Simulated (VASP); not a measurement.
## Zn4Se3S: relaxation of cell and atoms with PBEsol

The system is Zn4Se3S.

```xyz
8
Lattice="5.6017 0.0000 0.0000 0.0000 -5.6017 0.0000 0.0000 0.0000 -5.6017" Properties=species:S:1:pos:R:3 pbc="T T T"
Zn    0.0000   -2.8009   -2.8009
Zn    2.8009    0.0000   -2.8009
Zn    2.8009   -2.8009    0.0000
Zn    0.0000    0.0000    0.0000
S     1.4004   -1.4004   -1.4004
Se    4.2013   -4.2013   -1.4004
Se    4.2013   -1.4004   -4.2013
Se    1.4004   -4.2013   -4.2013
```

The cell was built by a generator and needn't be a form met in nature.

| Item | Value |
| --- | --- |
| Program | VASP 6.6.1 |
| Task | relaxation of cell and atoms |
| Functional | PBEsol |
| Potentials or basis | VASP PAW PBE potentials, release 64 (Zn, S, Se) |
| Cutoff | 600 eV |
| k mesh | 6 × 6 × 6 |
| Occupations | gaussian, width 0.03 eV |
| Spin | no spin polarisation |
| Further INCAR settings | ALGO = Normal; EDIFF = 1e-06; IBRION = 2; EDIFFG = -0.01; NSW = 90; ISIF = 3 |

```
Relaxed volume                         : 21.61 Å³/atom
Relaxed cell                           : a = 5.571 Å, b = 5.571 Å, c = 5.571 Å, α = 90.00°, β = 90.00°, γ = 90.00°
Space group after relaxing (to 0.05 Å) : P-43m (No. 215)
Energy gained by relaxing              : 10.7 meV/atom
Ionic steps                            : 5
Pressure after relaxing                : 0.0 GPa
Band gap on the k mesh                 : 1.38 eV, direct
```

The path:
| step | energy change (eV) | largest force (eV/Å) | pressure (GPa) | volume (Å³) |
| --- | --- | --- | --- | --- |
| 1 | 0.0000 | 0.5622 | -0.90 | 175.78 |
| 2 | -0.0573 | 0.3564 | 0.20 | 172.65 |
| 3 | -0.0706 | 0.1951 | 1.02 | 170.48 |
| 4 | -0.0850 | 0.0193 | -0.10 | 173.12 |
| 5 | -0.0852 | 0.0015 | -0.01 | 172.86 |

Final structure:
```
Zn S Se
1.0
     5.57052    0.00000    0.00000
     0.00000   -5.57052    0.00000
     0.00000    0.00000   -5.57052
Zn S Se
4 1 3
Direct
  0.00677 0.49323 0.49323
  0.49323 0.00677 0.49323
  0.49323 0.49323 0.00677
  0.00677 0.00677 0.00677
  0.25000 0.25000 0.25000
  0.75000 0.75000 0.25000
  0.75000 0.25000 0.75000
  0.25000 0.75000 0.75000
```

Levels at points of the mesh, in eV from the valence-band top:
| k point | band 34 | band 35 | band 36 | band 37 | band 38 | band 39 |
| --- | --- | --- | --- | --- | --- | --- |
| (0.00, 0.00, 0.00) | 0.00 | 0.00 | 0.00 | 1.38 | 2.75 | 2.75 |
| (0.50, 0.00, 0.00) | -1.48 | -1.14 | -1.14 | 3.86 | 3.89 | 3.98 |
| (0.50, 0.50, 0.00) | -1.15 | -0.86 | -0.71 | 4.12 | 4.12 | 4.37 |
| (0.50, 0.50, 0.50) | -0.79 | -0.67 | -0.67 | 2.45 | 2.69 | 2.69 |

It took 3.7 min on 2 MPI ranks on Intel(R) Xeon(R) Platinum 8488C (Sapphire Rapids) (shared host), peak memory 0.43 GiB a rank.

Caveat: the PAW data sets were made with another functional, which shifts forces and pressure a little.
